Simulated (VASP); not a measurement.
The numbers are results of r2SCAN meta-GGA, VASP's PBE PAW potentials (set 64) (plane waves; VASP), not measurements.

VASP ran on this input.

**KPOINTS_OPT**
```
k-points along high-symmetry lines
10
Line-mode
Reciprocal
  0.000000   0.000000   0.000000 ! GAMMA
  0.500000  -0.500000   0.500000 ! H

  0.500000  -0.500000   0.500000 ! H
  0.000000   0.000000   0.500000 ! N

  0.000000   0.000000   0.500000 ! N
  0.000000   0.000000   0.000000 ! GAMMA

  0.000000   0.000000   0.000000 ! GAMMA
  0.250000   0.250000   0.250000 ! P

  0.250000   0.250000   0.250000 ! P
  0.500000  -0.500000   0.500000 ! H

  0.250000   0.250000   0.250000 ! P
  0.000000   0.000000   0.500000 ! N
```

**INCAR**
```
ALGO=Normal
EDIFF=1E-7
ENCUT=400
ISIF=2
ISMEAR=-5
LASPH=.TRUE.
LCHARG=.FALSE.
LMAXMIX=4
LMIXTAU=.TRUE.
LORBIT=11
LREAL=.FALSE.
LWAVE=.FALSE.
METAGGA=R2SCAN
NEDOS=601
NELM=100
PREC=Accurate
SYSTEM=Sr
```

File POSCAR:
```
Sr
4.1566850
 -0.5773503355   0.5773503355   0.5773503355
  0.5773503355  -0.5773503355   0.5773503355
  0.5773503355   0.5773503355  -0.5773503355
Sr
1
Cart
  0.0000000000   0.0000000000   0.0000000000
```

### KPOINTS
```
Regular mesh
0
G
  12 12 12
```

POTCAR, in this order: Sr_sv (PBE.64 set). Program: vasp_std.

The resulting files:

**OUTCAR**
```
 ion  position               nearest neighbor table
   1  0.000  0.000  0.000-
  LATTYP: Found a body centered cubic cell.
 ALAT       =     4.7997269590
 Subroutine PRICEL returns:
 Original cell was already a primitive cell.
 Subroutine GETGRP returns: Found 48 space group operations
The static configuration has the point symmetry O_h .
The dynamic configuration has the point symmetry O_h .
 Subroutine INISYM returns: Found 48 space group operations
 Subroutine IBZKPT returns following result:
 Found     72 irreducible k-points:

 Following reciprocal coordinates:
            Coordinates               Weight
  0.000000  0.000000  0.000000      1.000000
  0.083333  0.000000  0.000000     12.000000
  0.166667  0.000000  0.000000     12.000000
  0.250000  0.000000  0.000000     12.000000
  0.333333  0.000000  0.000000     12.000000
  0.416667  0.000000  0.000000     12.000000
  0.500000  0.000000  0.000000      6.000000
  0.083333  0.083333  0.000000     24.000000
  0.166667  0.083333  0.000000     48.000000
  0.250000  0.083333 -0.000000     48.000000
  0.333333  0.083333  0.000000     48.000000
  0.416667  0.083333 -0.000000     48.000000
  0.166667  0.166667  0.000000     24.000000
  0.250000  0.166667  0.000000     48.000000
  0.333333  0.166667  0.000000     48.000000
  0.416667  0.166667 -0.000000     24.000000
  0.250000  0.250000  0.000000     24.000000
  0.333333  0.250000  0.000000     48.000000
  0.333333  0.333333  0.000000      8.000000
  0.083333  0.083333  0.083333      8.000000
  0.166667  0.083333  0.083333     24.000000
  0.250000  0.083333  0.083333     24.000000
  0.333333  0.083333  0.083333     24.000000
  0.416667  0.083333  0.083333     12.000000
 -0.083333  0.083333  0.083333      6.000000
...
```

OSZICAR:
```
       N       E                     dE             d eps       ncg     rms          rms(c)
DAV:   1     0.176396140458E+02    0.17640E+02   -0.44681E+03  1296   0.814E+02
DAV:   2    -0.170519851348E+02   -0.34692E+02   -0.34486E+02  1445   0.160E+02
DAV:   3    -0.187450258689E+02   -0.16930E+01   -0.16847E+01  2029   0.273E+01
DAV:   4    -0.188078019281E+02   -0.62776E-01   -0.62806E-01  1985   0.480E+00
DAV:   5    -0.188086102513E+02   -0.80832E-03   -0.80970E-03  2098   0.359E-01    0.757E+00
DAV:   6    -0.146992864368E+02    0.41093E+01   -0.31808E+00  1377   0.918E+00    0.655E+00
DAV:   7    -0.150358916357E+02   -0.33661E+00   -0.78441E-01  1621   0.629E+00    0.538E+00
DAV:   8    -0.158869738648E+02   -0.85108E+00   -0.66453E-01  1331   0.552E+00    0.108E+00
DAV:   9    -0.151037885508E+02    0.78319E+00   -0.74699E-01  1321   0.523E+00    0.329E-01
DAV:  10    -0.148894539992E+02    0.21433E+00   -0.26328E-01  1604   0.491E+00    0.608E-01
DAV:  11    -0.150015571212E+02   -0.11210E+00   -0.29136E-02  1612   0.140E+00    0.486E-01
DAV:  12    -0.151009417248E+02   -0.99385E-01   -0.14640E-01  1527   0.350E+00    0.880E-02
DAV:  13    -0.150839973449E+02    0.16944E-01   -0.31406E-02  1308   0.186E+00    0.458E-01
DAV:  14    -0.150819654689E+02    0.20319E-02   -0.41435E-03  1419   0.557E-01    0.363E-01
DAV:  15    -0.150812979205E+02    0.66755E-03   -0.30692E-04  2285   0.159E-01    0.328E-01
DAV:  16    -0.150812523123E+02    0.45608E-04   -0.78406E-06  1490   0.203E-02    0.334E-01
DAV:  17    -0.150819506186E+02   -0.69831E-03   -0.45228E-04  1322   0.159E-01    0.399E-01
DAV:  18    -0.150837026202E+02   -0.17520E-02   -0.12277E-03  1334   0.477E-01    0.211E-01
DAV:  19    -0.150844380550E+02   -0.73543E-03   -0.76388E-04  1344   0.320E-01    0.110E-01
DAV:  20    -0.150845635816E+02   -0.12553E-03   -0.57266E-05  1766   0.748E-02    0.107E-01
DAV:  21    -0.150850636841E+02   -0.50010E-03   -0.67176E-05  1341   0.703E-02    0.782E-02
DAV:  22    -0.150849908774E+02    0.72807E-04   -0.10067E-04  1314   0.112E-01    0.620E-02
DAV:  23    -0.150849519802E+02    0.38897E-04   -0.30105E-05  1400   0.668E-02    0.819E-02
DAV:  24    -0.150848095348E+02    0.14245E-03   -0.33587E-05  1314   0.556E-02    0.779E-02
DAV:  25    -0.150847259832E+02    0.83552E-04   -0.37627E-05  1312   0.655E-02    0.264E-02
DAV:  26    -0.150847132837E+02    0.12699E-04   -0.11618E-05  1428   0.262E-02    0.201E-02
DAV:  27    -0.150847710814E+02   -0.57798E-04   -0.19896E-05  1320   0.338E-02    0.109E-02
DAV:  28    -0.150848057556E+02   -0.34674E-04   -0.33482E-06  1404   0.215E-02    0.137E-02
DAV:  29    -0.150848305601E+02   -0.24804E-04   -0.84178E-07  2022   0.811E-03    0.140E-02
DAV:  30    -0.150848250466E+02    0.55134E-05   -0.48386E-07  1364   0.631E-03    0.107E-02
DAV:  31    -0.150848336832E+02   -0.86365E-05   -0.17743E-07  1501   0.442E-03    0.446E-03
DAV:  32    -0.150848325976E+02    0.10856E-05   -0.78007E-08  1349   0.214E-03    0.359E-03
DAV:  33    -0.150848306889E+02    0.19086E-05   -0.41256E-08   761   0.263E-03    0.139E-03
DAV:  34    -0.150848263435E+02    0.43454E-05   -0.44978E-07   754   0.187E-03    0.801E-04
DAV:  35    -0.150848261067E+02    0.23682E-06   -0.13345E-08   692   0.115E-03    0.460E-04
DAV:  36    -0.150848253546E+02    0.75208E-06   -0.75656E-09   681   0.801E-04    0.390E-04
DAV:  37    -0.150848253697E+02   -0.15063E-07   -0.34280E-09   677   0.468E-04
   1 F= -.15084825E+02 E0= -.15084825E+02  d E =0.000000E+00
       N       E                     dE             ncg
```

**OUTCAR**
```
------------------------ aborting loop because EDIFF is reached ----------------------------------------
  FORCE on cell =-STRESS in cart. coord.  units (eV):
  Direction    XX          YY          ZZ          XY          YZ          ZX
  --------------------------------------------------------------------------------------
  Total        0.0215690      0.0215690      0.0215690      0.0000000      0.0000000      0.0000000
  in kB        0.6250576      0.6250576      0.6250576      0.0000000      0.0000000      0.0000000
  external PRESSURE =       0.6250576 kB  Pullay stress =       0.0000000 kB
  volume of cell :       55.29
      direct lattice vectors                 reciprocal lattice vectors
    -2.399863480  2.399863480  2.399863480     0.000000000  0.208345185  0.208345185
     2.399863480 -2.399863480  2.399863480     0.208345185  0.000000000  0.208345185
     2.399863480  2.399863480 -2.399863480     0.208345185  0.208345185  0.000000000
 POSITION                                       TOTAL-FORCE (eV/Angst)
 -----------------------------------------------------------------------------------
      0.00000      0.00000      0.00000        -0.000000     -0.000000      0.000000
 -----------------------------------------------------------------------------------
    total drift:                               -0.000000     -0.000000     -0.000000
  FREE ENERGIE OF THE ION-ELECTRON SYSTEM (eV)
  ---------------------------------------------------
  free  energy   TOTEN  =       -15.0848253697 eV

  energy  without entropy=      -15.0848253697  energy(sigma->0) =      -15.08482537

 total charge

# of ion       s       p       d       tot
------------------------------------------
    1        2.054   5.804   0.127   7.985
```
(Selected blocks of OUTCAR.)

For a metal the tetrahedron method with Blöchl corrections gives inexact stress and forces.

The structure was generated: Sr was put into the bcc type (Im-3m), which need not be its known phase. It was relaxed first.
